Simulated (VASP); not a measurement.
Consider the following.

```
CELL_PARAMETERS angstrom
      0.00000     1.90219     1.90219
      1.90219     0.00000     1.90219
      1.90219     1.90219     0.00000
ATOMIC_POSITIONS crystal
  Rh 0.00000 0.00000 0.00000
```

All values below come from optB86b-vdW, VASP's PBE PAW potentials (set 64) (plane waves; VASP). Settings: 520 eV cut-off, 16×16×16 Γ-centred mesh, first-order Methfessel-Paxton smearing of 0.10 eV, potentials Rh_pv.

### Question
Give the energy at these volumes per atom, relative to the lowest: 12.93, 13.34, 13.75, 14.17, 14.58 Å³.

### Answer
50.2, 12.1, 0.0, 9.5, 36.9 meV/atom. A third-order Birch-Murnaghan fit gives B0 = 277 GPa and B0′ = 5.2.

Measured: bulk modulus 271 GPa at 0 K (computed value off by +2.4 %), as given by H. Levämäki et al., Physical Review B (2014), arXiv:1402.3671 [corrected for temperature and zero-point phonon effects]; a 3.794 Å at 0 K (computed value off by +0.3 %), as given by Daniel Mejia-Rodriguez et al., Physical Review B (2018), arXiv:1807.09216 [static lattice: zero-point anharmonic expansion removed].

The compound is Rh in the fcc structure. It was relaxed first.
